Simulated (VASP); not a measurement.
# Sr2MnSi2O7: structure and properties in VASP, part 11 of 14

What structure and properties does LDA + U give Sr2MnSi2O7, and how near are they to the measured ones? The start is a cell from a database of measured crystal structures.

VASP 6.6.1; LDA, DFT+U (Mn d 3 eV), spin-polarised from a ferromagnetic start; plane waves and PAW (Sr_sv, Mn_pv, Si, O).

Still holding for the runs below: The magnetic state follows from one typed start and may not be the lowest. Experiment finds antiferromagnetic order in this phase (below 3.4 K, arxiv:2410.22741), so this ferromagnetic run describes another state.

So far, gap on the k-mesh (eV): step 2 (relaxing cell and atoms (LDA + U)) 2.34; step 6 (density of states (LDA + U)) 2.33; step 7 (field gradients at the nuclei (LDA + U)) 2.34; step 8 (volume scan with LDA + U, volume scale 0.94) 2.34; step 9 (volume scan with LDA + U, volume scale 0.96) 2.34.

## Step 10: Volume scan with LDA + U, volume scale 0.98

Input file INCAR:

```
SYSTEM = Sr2MnSi2O7
PREC = Accurate
ENCUT = 520
EDIFF = 1E-06
NELM = 100
ISMEAR = 0
SIGMA = 0.05
LREAL = Auto
ALGO = Fast
GGA = CA
NBANDS = 125
ISPIN = 2
MAGMOM = 0.004 0.004 0.004 0.004 4.477 4.477 0.008 0.008 0.008 0.008 0.003 0.003 0.006 0.006 0.006 0.006 0.038 0.038 0.038 0.038 0.038 0.038 0.038 0.038
LDAU = .TRUE.
LDAUTYPE = 2
LDAUL = -1 2 -1 -1
LDAUU = 0 3 0 0
LDAUJ = 0 0 0 0
LDAUPRINT = 1
LASPH = .TRUE.
LMAXMIX = 4
LORBIT = 11
LWAVE = .FALSE.
LCHARG = .FALSE.
KPAR = 4
NCORE = 2
ISIF = 2
```

Input file POSCAR:

```
Sr2MnSi2O7
1.0
    7.9765696408      0.0000000000      0.0000000000
    0.0000000000      7.9765696408      0.0000000000
    0.0000000000      0.0000000000      5.0449411901
Sr Mn Si O
4 2 4 14
Direct
    0.3345770917      0.1654229083      0.5063260309
    0.1654229083      0.6654229083      0.4936739691
    0.6654229083      0.8345770917      0.5063260309
    0.8345770917      0.3345770917      0.4936739691
    0.0000000000      0.0000000000      0.0000000000
    0.5000000000      0.5000000000      0.0000000000
    0.1377929865      0.3622070135      0.9396728049
    0.3622070135      0.8622070135      0.0603271951
    0.8622070135      0.6377929865      0.9396728049
    0.6377929865      0.1377929865      0.0603271951
    0.5000000000      0.0000000000      0.1681971946
    0.0000000000      0.5000000000      0.8318028054
    0.1395688079      0.3604311921      0.2550303602
    0.3604311921      0.8604311921      0.7449696398
    0.8604311921      0.6395688079      0.2550303602
    0.6395688079      0.1395688079      0.7449696398
    0.0786485217      0.1935386624      0.7886769092
    0.1935386624      0.9213514783      0.2113230908
    0.9213514783      0.8064613376      0.7886769092
    0.8064613376      0.0786485217      0.2113230908
    0.5786485217      0.3064613376      0.2113230908
    0.6935386624      0.5786485217      0.7886769092
    0.4213514783      0.6935386624      0.2113230908
    0.3064613376      0.4213514783      0.7886769092
```

Input file KPOINTS:

```
Automatic mesh
0
Gamma
3 3 5
0 0 0
```

The projector-augmented-wave data sets are Sr_sv, Mn_pv, Si and O (LDA family, release 64).

The run is started by

```
mpirun -np 8 vasp_std
```

The log of the run:

```text
[... set-up lines as in an earlier step ...]
 entering main loop
       N       E                     dE             d eps       ncg     rms          rms(c)
DAV:   1     0.136191083914E+04    0.13619E+04   -0.84470E+04  4644   0.132E+03
DAV:   2    -0.855439116281E+02   -0.14475E+04   -0.13640E+04  4840   0.354E+02
DAV:   3    -0.216669652811E+03   -0.13113E+03   -0.12908E+03  5749   0.113E+02
DAV:   4    -0.221403564220E+03   -0.47339E+01   -0.47056E+01  6752   0.185E+01
[...]
RMM:  19    -0.196151882790E+03   -0.35333E-03   -0.35697E-03  8654   0.861E-02    0.123E-02
RMM:  20    -0.196152119738E+03   -0.23695E-03   -0.23967E-03  8385   0.709E-02    0.104E-02
RMM:  21    -0.196152329533E+03   -0.20979E-03   -0.21260E-03  8276   0.603E-02    0.221E-02
WARNING in EDDRMM: call to ZHEGV failed, returncode =   6  3     49
WARNING in EDDRMM: call to ZHEGV failed, returncode =   8  4     49
RMM:  22    -0.196152454833E+03   -0.12530E-03   -0.12738E-03  8149   0.501E-02    0.269E-02
RMM:  23    -0.196152602509E+03   -0.14768E-03   -0.15221E-03  7983   0.429E-02    0.323E-02
[...]
RMM:  34    -0.196152976128E+03   -0.11613E-04   -0.12992E-04  5320   0.832E-03    0.337E-02
RMM:  35    -0.196152982341E+03   -0.62134E-05   -0.73534E-05  5156   0.742E-03    0.320E-02
WARNING in EDDRMM: call to ZHEGV failed, returncode =   6  3     48
WARNING in EDDRMM: call to ZHEGV failed, returncode =   6  3     43
WARNING in EDDRMM: call to ZHEGV failed, returncode =   6  3     79
RMM:  36    -0.196152988468E+03   -0.61268E-05   -0.74928E-05  4975   0.647E-03    0.294E-02
RMM:  37    -0.196152993265E+03   -0.47968E-05   -0.54875E-05  4635   0.559E-03    0.278E-02
RMM:  38    -0.196152996215E+03   -0.29503E-05   -0.35343E-05  4590   0.484E-03    0.263E-02
RMM:  39    -0.196152999869E+03   -0.36541E-05   -0.42240E-05  4348   0.432E-03    0.251E-02
RMM:  40    -0.196153001477E+03   -0.16077E-05   -0.20355E-05  4264   0.390E-03    0.238E-02
RMM:  41    -0.196153003243E+03   -0.17663E-05   -0.26180E-05  4557   0.405E-03    0.203E-02
RMM:  42    -0.196153003892E+03   -0.64857E-06   -0.12165E-05  4323   0.354E-03    0.173E-02
RMM:  43    -0.196153005240E+03   -0.13480E-05   -0.17260E-05  3900   0.298E-03    0.158E-02
RMM:  44    -0.196153006055E+03   -0.81509E-06   -0.97483E-06  3912   0.284E-03
   1 F= -.19615301E+03 E0= -.19615301E+03  d E =-.529916E-22  mag=    10.0000
```

It took 3.6 min on 8 MPI ranks of Intel Xeon 6975P-C (Granite Rapids), shared host; peak memory 3.4 GiB; 28 min of CPU time.

Parts of OUTCAR (step 10):

```text
  Total        5.8773507      5.8773507      6.2969461      0.0000000      0.0000000      0.0000000
  in kB       29.3361932     29.3361932     31.4305605      0.0000000      0.0000000      0.0000000
  external PRESSURE =      30.0343156 kB  Pullay stress =       0.0000000 kB

 POSITION                                       TOTAL-FORCE (eV/Angst)
 -----------------------------------------------------------------------------------
      2.66878      1.31951      2.55439         0.016881     -0.016881     -0.004894
      1.31951      5.30779      2.49056        -0.016881     -0.016881      0.004894
      5.30779      6.65706      2.55439        -0.016881      0.016881     -0.004894
      6.65706      2.66878      2.49056         0.016881      0.016881      0.004894
      0.00000      0.00000      0.00000         0.000000      0.000000      0.000000
      3.98828      3.98828      0.00000         0.000000      0.000000      0.000000
      1.09912      2.88917      4.74059        -0.001777      0.001777      0.016834
      2.88917      6.87745      0.30435         0.001777      0.001777     -0.016834
      6.87745      5.08740      4.74059         0.001777     -0.001777      0.016834
      5.08740      1.09912      0.30435        -0.001777     -0.001777     -0.016834
      3.98828      0.00000      0.84854         0.000000      0.000000      0.113562
      0.00000      3.98828      4.19640         0.000000      0.000000     -0.113562
      1.11328      2.87500      1.28661        -0.000848      0.000848      0.352103
      2.87500      6.86329      3.75833         0.000848      0.000848     -0.352103
[...]
-----------------------------------------------------------------------------------
    total drift:                               -0.000001     -0.000001     -0.000000

  FREE ENERGIE OF THE ION-ELECTRON SYSTEM (eV)
  ---------------------------------------------------
  free  energy   TOTEN  =      -196.1530060549 eV

  energy  without entropy=     -196.1530060549  energy(sigma->0) =     -196.15300605

 magnetization (x)
# of ion       s       p       d       tot
------------------------------------------
    1        0.000   0.000   0.003   0.004
    2        0.000   0.000   0.003   0.004
    3        0.000   0.000   0.003   0.004
    4        0.000   0.000   0.003   0.004
    5        0.020   0.053   4.395   4.468
    6        0.020   0.053   4.395   4.468
    7        0.003   0.006   0.000   0.009
    8        0.003   0.006   0.000   0.009
    9        0.003   0.006   0.000   0.009
   10        0.003   0.006   0.000   0.009
   11        0.001   0.003   0.000   0.003
   12        0.001   0.003   0.000   0.003
   13        0.001   0.006   0.000   0.006
[...]
--------------------------------------------------
tot          0.075   0.455   8.803   9.332

[... 1 part as in an earlier step ...]

[... 2 further parts left out ...]
[key lines of the parts left out:]
E-fermi :   4.0867
```

The pressure falls from 6.40 to 3.00 GPa.

The run ends at a pressure of 3.00 GPa, with forces up to 0.35 eV/Å.

## Step 11: Volume scan with LDA + U, volume scale 1

INCAR is that of step 10.

POSCAR: that of step 10 with these lines changed.

```diff
@@ -2,5 +2,5 @@
 1.0
-    7.9765696408      0.0000000000      0.0000000000
-    0.0000000000      7.9765696408      0.0000000000
-    0.0000000000      0.0000000000      5.0449411901
+    8.0304670165      0.0000000000      0.0000000000
+    0.0000000000      8.0304670165      0.0000000000
+    0.0000000000      0.0000000000      5.0790296646
 Sr Mn Si O
```

KPOINTS is that of step 10.

The run is started by

```
mpirun -np 8 vasp_std
```

The log of the run:

```text
[... set-up lines as in an earlier step ...]
 entering main loop
       N       E                     dE             d eps       ncg     rms          rms(c)
[... 11 cycles as in an earlier step ...]
WARNING in EDDRMM: call to ZHEGV failed, returncode =   8  4     42
[... 2 cycles as in an earlier step ...]
WARNING in EDDRMM: call to ZHEGV failed, returncode =   8  4     45
RMM:  14    -0.196216689115E+03   -0.13433E-02   -0.14283E-02  8532   0.211E-01    0.661E-02
RMM:  15    -0.196217898734E+03   -0.12096E-02   -0.12070E-02  8699   0.172E-01    0.530E-02
RMM:  16    -0.196218628624E+03   -0.72989E-03   -0.72375E-03  8738   0.139E-01    0.361E-02
RMM:  17    -0.196219243167E+03   -0.61454E-03   -0.62443E-03  8642   0.120E-01    0.213E-02
WARNING in EDDRMM: call to ZHEGV failed, returncode =   8  4     39
RMM:  18    -0.196219639059E+03   -0.39589E-03   -0.39440E-03  8676   0.974E-02    0.111E-02
RMM:  19    -0.196219957672E+03   -0.31861E-03   -0.32087E-03  8620   0.820E-02    0.111E-02
RMM:  20    -0.196220156350E+03   -0.19868E-03   -0.20126E-03  8368   0.678E-02    0.818E-03
[...]
RMM:  38    -0.196220990974E+03   -0.73346E-05   -0.79182E-05  4527   0.535E-03    0.613E-03
WARNING in EDDRMM: call to ZHEGV failed, returncode =   6  3     74
WARNING in EDDRMM: call to ZHEGV failed, returncode =   6  3     85
RMM:  39    -0.196220995638E+03   -0.46644E-05   -0.48380E-05  4119   0.458E-03    0.501E-03
WARNING in EDDRMM: call to ZHEGV failed, returncode =   8  4     75
RMM:  40    -0.196220999159E+03   -0.35202E-05   -0.38392E-05  3786   0.401E-03    0.504E-03
RMM:  41    -0.196221002299E+03   -0.31405E-05   -0.34536E-05  3561   0.361E-03    0.495E-03
RMM:  42    -0.196221004781E+03   -0.24815E-05   -0.27374E-05  3600   0.334E-03    0.525E-03
RMM:  43    -0.196221007428E+03   -0.26477E-05   -0.28676E-05  3714   0.309E-03    0.545E-03
RMM:  44    -0.196221008745E+03   -0.13170E-05   -0.15013E-05  3134   0.265E-03    0.573E-03
RMM:  45    -0.196221010377E+03   -0.16319E-05   -0.18247E-05  3105   0.247E-03    0.582E-03
RMM:  46    -0.196221011390E+03   -0.10132E-05   -0.11814E-05  3023   0.230E-03    0.598E-03
RMM:  47    -0.196221012832E+03   -0.14416E-05   -0.15981E-05  3031   0.218E-03    0.609E-03
WARNING in EDDRMM: call to ZHEGV failed, returncode =   6  3     94
RMM:  48    -0.196221013606E+03   -0.77424E-06   -0.91888E-06  3162   0.205E-03
   1 F= -.19622101E+03 E0= -.19622101E+03  d E =-.713424E-19  mag=    10.0000
```

It took 3.8 min on 8 MPI ranks; peak memory 3.5 GiB.

Parts of OUTCAR (step 11):

```text
  Total        0.0284554      0.0284554     -0.1416392      0.0000000     -0.0000000      0.0000000
  in kB        0.1391916      0.1391916     -0.6928380      0.0000000     -0.0000000      0.0000000
  external PRESSURE =      -0.1381516 kB  Pullay stress =       0.0000000 kB

 POSITION                                       TOTAL-FORCE (eV/Angst)
 -----------------------------------------------------------------------------------
      2.68681      1.32842      2.57164        -0.004238      0.004238     -0.005093
      1.32842      5.34366      2.50738         0.004238      0.004238      0.005093
      5.34366      6.70204      2.57164         0.004238     -0.004238     -0.005093
      6.70204      2.68681      2.50738        -0.004238     -0.004238      0.005093
      0.00000      0.00000      0.00000         0.000000      0.000000      0.000000
      4.01523      4.01523      0.00000         0.000000      0.000000      0.000000
      1.10654      2.90869      4.77263        -0.000077      0.000077      0.002407
      2.90869      6.92392      0.30640         0.000077      0.000077     -0.002407
      6.92392      5.12178      4.77263         0.000077     -0.000077      0.002407
      5.12178      1.10654      0.30640        -0.000077     -0.000077     -0.002407
      4.01523      0.00000      0.85428         0.000000      0.000000      0.005958
      0.00000      4.01523      4.22475         0.000000      0.000000     -0.005958
      1.12080      2.89443      1.29531         0.002010     -0.002010     -0.005838
      2.89443      6.90966      3.78372        -0.002010     -0.002010      0.005838
[...]
-----------------------------------------------------------------------------------
    total drift:                                0.000001      0.000001     -0.000000

  FREE ENERGIE OF THE ION-ELECTRON SYSTEM (eV)
  ---------------------------------------------------
  free  energy   TOTEN  =      -196.2210136062 eV

  energy  without entropy=     -196.2210136062  energy(sigma->0) =     -196.22101361

[... 3 parts as in an earlier step ...]

[... 1 further part left out ...]
[key lines of the parts left out:]
E-fermi :   3.8300
```

The pressure falls from 3.00 to -0.01 GPa.

The run ends at a pressure of -0.01 GPa, with forces up to 0.0082 eV/Å.

## Step 12: Volume scan with LDA + U, volume scale 1.02

INCAR is that of step 11.

POSCAR: that of step 11 with these lines changed.

```diff
@@ -2,5 +2,5 @@
 1.0
-    8.0304670165      0.0000000000      0.0000000000
-    0.0000000000      8.0304670165      0.0000000000
-    0.0000000000      0.0000000000      5.0790296646
+    8.0836504672      0.0000000000      0.0000000000
+    0.0000000000      8.0836504672      0.0000000000
+    0.0000000000      0.0000000000      5.1126666029
 Sr Mn Si O
```

KPOINTS is that of step 11.

The run is started by

```
mpirun -np 8 vasp_std
```

The log of the run:

```text
[... set-up lines as in an earlier step ...]
 entering main loop
       N       E                     dE             d eps       ncg     rms          rms(c)
DAV:   1     0.134685062497E+04    0.13469E+04   -0.84445E+04  4636   0.131E+03
DAV:   2    -0.877970171060E+02   -0.14346E+04   -0.13537E+04  4899   0.349E+02
DAV:   3    -0.216462174606E+03   -0.12867E+03   -0.12661E+03  5845   0.111E+02
DAV:   4    -0.220814479623E+03   -0.43523E+01   -0.43205E+01  6584   0.179E+01
[...]
RMM:   9    -0.196150772947E+03    0.18208E+00   -0.94913E-01  6315   0.300E+00    0.339E+00
RMM:  10    -0.196147736422E+03    0.30365E-02   -0.19590E-01  7058   0.139E+00    0.110E+00
RMM:  11    -0.196158600190E+03   -0.10864E-01   -0.89634E-02  7989   0.638E-01    0.497E-01
WARNING in EDDRMM: call to ZHEGV failed, returncode =   8  4     86
RMM:  12    -0.196162162944E+03   -0.35628E-02   -0.38946E-02  8358   0.371E-01    0.395E-01
RMM:  13    -0.196164667711E+03   -0.25048E-02   -0.23801E-02  8526   0.262E-01    0.141E-01
[...]
WARNING in EDDRMM: call to ZHEGV failed, returncode =   6  3     86
RMM:  36    -0.196170178588E+03   -0.19650E-05   -0.57817E-05  5155   0.774E-03    0.312E-02
RMM:  37    -0.196170181769E+03   -0.31807E-05   -0.63380E-05  4995   0.723E-03    0.238E-02
WARNING in EDDRMM: call to ZHEGV failed, returncode =   6  3     88
RMM:  38    -0.196170184110E+03   -0.23409E-05   -0.45485E-05  4877   0.677E-03    0.173E-02
RMM:  39    -0.196170187758E+03   -0.36481E-05   -0.45898E-05  4569   0.549E-03    0.150E-02
WARNING in EDDRMM: call to ZHEGV failed, returncode =   6  3     95
RMM:  40    -0.196170190844E+03   -0.30864E-05   -0.35160E-05  4356   0.463E-03    0.157E-02
RMM:  41    -0.196170194023E+03   -0.31788E-05   -0.35616E-05  4133   0.380E-03    0.162E-02
RMM:  42    -0.196170196279E+03   -0.22561E-05   -0.25366E-05  3547   0.325E-03    0.160E-02
RMM:  43    -0.196170199229E+03   -0.29501E-05   -0.32222E-05  3396   0.296E-03    0.161E-02
[...]
RMM:  47    -0.196170205128E+03   -0.12424E-05   -0.14110E-05  3399   0.221E-03    0.171E-02
RMM:  48    -0.196170206255E+03   -0.11274E-05   -0.12483E-05  2944   0.187E-03    0.170E-02
RMM:  49    -0.196170207086E+03   -0.83131E-06   -0.96849E-06  2796   0.171E-03
   1 F= -.19617021E+03 E0= -.19617021E+03  d E =-.224272E-11  mag=    10.0000
```

Run time: 3.9 min. Hardware: 8 MPI ranks; peak memory 3.5 GiB; 31 min of CPU time.

From OUTCAR (step 12):

```text
  Total       -5.5713062     -5.5713062     -6.2994828      0.0000000      0.0000000      0.0000000
  in kB      -26.7180702    -26.7180702    -30.2101547      0.0000000      0.0000000      0.0000000
  external PRESSURE =     -27.8820984 kB  Pullay stress =       0.0000000 kB

 POSITION                                       TOTAL-FORCE (eV/Angst)
 -----------------------------------------------------------------------------------
      2.70460      1.33722      2.58868        -0.023679      0.023679     -0.005885
      1.33722      5.37905      2.52399         0.023679      0.023679      0.005885
      5.37905      6.74643      2.58868         0.023679     -0.023679     -0.005885
      6.74643      2.70460      2.52399        -0.023679     -0.023679      0.005885
      0.00000      0.00000      0.00000         0.000000      0.000000      0.000000
      4.04183      4.04183      0.00000         0.000000      0.000000      0.000000
      1.11387      2.92795      4.80423        -0.001050      0.001050     -0.007281
      2.92795      6.96978      0.30843         0.001050      0.001050      0.007281
      6.96978      5.15570      4.80423         0.001050     -0.001050     -0.007281
      5.15570      1.11387      0.30843        -0.001050     -0.001050      0.007281
      4.04183      0.00000      0.85994         0.000000      0.000000     -0.088234
      0.00000      4.04183      4.25273         0.000000      0.000000      0.088234
      1.12823      2.91360      1.30389         0.005584     -0.005584     -0.336252
      2.91360      6.95543      3.80878        -0.005584     -0.005584      0.336252
[...]
-----------------------------------------------------------------------------------
    total drift:                                0.000002      0.000002     -0.000000

  FREE ENERGIE OF THE ION-ELECTRON SYSTEM (eV)
  ---------------------------------------------------
  free  energy   TOTEN  =      -196.1702070865 eV

  energy  without entropy=     -196.1702070865  energy(sigma->0) =     -196.17020709

 magnetization (x)
# of ion       s       p       d       tot
------------------------------------------
    1        0.000   0.000   0.003   0.003
    2        0.000   0.000   0.003   0.003
    3        0.000   0.000   0.003   0.003
    4        0.000   0.000   0.003   0.003
    5        0.020   0.049   4.416   4.485
    6        0.020   0.049   4.416   4.485
    7        0.003   0.005   0.000   0.008
    8        0.003   0.005   0.000   0.008
    9        0.003   0.005   0.000   0.008
   10        0.003   0.005   0.000   0.008
   11        0.001   0.002   0.000   0.003
   12        0.001   0.002   0.000   0.003
   13        0.000   0.005   0.000   0.006
[...]
--------------------------------------------------
tot          0.075   0.422   8.844   9.340

[... 1 part as in an earlier step ...]

[... 2 further parts left out ...]
[key lines of the parts left out:]
E-fermi :   3.5290
```

The pressure falls from -0.01 to -2.79 GPa.

The run ends at a pressure of -2.79 GPa, with forces up to 0.34 eV/Å.

(Part 11 of 14 ends here.)

[Lines on the potential files, build, host, timing and source positions are cut from VASP's logs without a mark.]

[Logs are printed without paths, hosts, clocks, repeated set-up lines and the standing remarks that a program may print on its own settings, such as how far it seeks lower states.]

[Hosts, paths, dates, database ids (printed as entryN), source tags and the programs' standing remarks are cut or masked in the printed files.]

[A measured line is paired with the nearest computed mode of its activity, which favours agreement.]
